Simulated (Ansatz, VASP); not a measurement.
TaGaGeSe: VASP beside Ansatz

Contents of INCAR:

```
PREC = Accurate ; ENCUT = 520
EDIFF = 1E-7 ; ISMEAR = 0
SIGMA = 0.1 ; LREAL = F
LASPH = T ; NELM = 100
ALGO = Normal ; ISIF = 2
LWAVE = F ; LCHARG = T
GGA = PE ; LELF = T
LVHAR = T ; NBANDS = 30
```

The input KPOINTS:

```
Automatic mesh
0
Gamma
  4 4 4
```

File POSCAR:

```
TaGaGeSe
1.0
    3.9475305700      0.0000000000      0.0000000000
    0.0000000000      3.9475305700      0.0000000000
    0.0000000000      0.0000000000      5.5697447700
Ta Ga Ge Se
1 1 1 1
Direct
    0.0000000000      0.0000000000      0.5000000000
    0.5000000000      0.5000000000      0.5000000000
    0.5000000000      0.5000000000      0.0000000000
    0.0000000000      0.0000000000      0.0000000000
```

Input for Ansatz:

```yaml
crystal:
  lattice:
    - [3.94753057, 0.0, 0.0]
    - [0.0, 3.94753057, 0.0]
    - [0.0, 0.0, 5.56974477]
  atoms:
    - { symbol: Ta, position: [0.0, 0.0, 0.5] }
    - { symbol: Ga, position: [0.5, 0.5, 0.5] }
    - { symbol: Ge, position: [0.5, 0.5, 0.0] }
    - { symbol: Se, position: [0.0, 0.0, 0.0] }
basis:
  ecutwfc: 420
kpoints:
  mp_grid: { grid: [4, 4, 4] }
hamiltonian:
  xc: pbe
scf:
  occupations: { method: gaussian, width: 0.1 }
  lower_state_search: "off"
output:
  forces: true
  stress: true
  eigenvalues: true
```

Change from the starting cell: species swapped into the SnTePbSe type (P4/mmm, No. 123).

Alike in both runs: task single point; functional PBE; k mesh 4 × 4 × 4; occupations gaussian, width 0.1 eV; no spin polarisation.

```csv
,VASP,Ansatz
version,VASP 6.6.1,Ansatz 0.2.0
potentials or method,"VASP PAW PBE potentials, release 64 (Ta_pv, Ga_d, Ge_d, Se)","scalar-relativistic, plane waves, PAW"
plane-wave cutoff (eV),520,420
valence electrons in the cell,44,56
```

VASP gave:

```
gap on the k mesh at the Fermi level (eV)       : none
pressure (GPa)                                  : -6.9
largest component of the traceless stress (GPa) : 2.24
```

What did Ansatz give for the same quantities?

gap on the k mesh at the Fermi level (eV): none; pressure (GPa): -7.0; largest component of the traceless stress (GPa): 2.21.

A gap of «none» marks a metal or a gap that the smearing closes. The two sets of potentials don't hold the same shells in valence.

Caveats: the k mesh is coarse (spacing up to 0.40 Å⁻¹), so the values aren't converged. Spin-orbit coupling is left out, which matters for the levels of Ta.
